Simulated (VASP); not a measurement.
Consider the following.

```xyz
3
Lattice="0.0000 3.7957 3.7957 3.7957 0.0000 3.7957 3.7957 3.7957 0.0000" Properties=species:S:1:pos:R:3 pbc="T T T"
K      1.8978     1.8978     1.8978
K      5.6935     5.6935     5.6935
S      0.0000     0.0000     0.0000
```

Calculation: revPBE GGA, VASP's PBE PAW potentials (set 64) (plane waves; VASP). Settings: 520 eV cut-off, 5×5×5 Γ-centred mesh, Gaussian smearing of 0.050 eV, potentials K_sv S.

### Question
Estimate the energy per atom (σ→0).

### Answer

```yaml
energy per atom (σ→0): -2.966 eV/atom
```

Only differences to runs with the same potentials and settings are physical.

The compound is K2S in the antifluorite structure. It was relaxed first, which changed the volume by +8 %. The start is the result of an earlier pass.
